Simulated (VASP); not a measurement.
Input:

```xyz
2
Lattice="1.4012 -2.4270 0.0000 1.4012 2.4270 0.0000 0.0000 0.0000 4.4174" Properties=species:S:1:pos:R:3 pbc="T T T"
Os     1.4012     0.8090     1.1044
Os     1.4012    -0.8090     3.3131
```

The numbers are results of rev-vdW-DF2, VASP's PBE PAW potentials (set 64) (plane waves; VASP), not measurements. Numerical set-up: 520 eV cut-off, 15×15×9 Γ-centred mesh, first-order Methfessel-Paxton smearing of 0.10 eV, potentials Os.

Question: Give the stress tensor in GPa (positive for a compressed cell).

Answer: 
```
-21.20    0.00    0.00
  0.00  -21.20    0.00
  0.00    0.00  -21.06
```
The pressure is its mean diagonal, -21.15 GPa.

The compound is Os in the hcp structure. This cell is one point of a volume scan, at 1.06 of the reference volume.
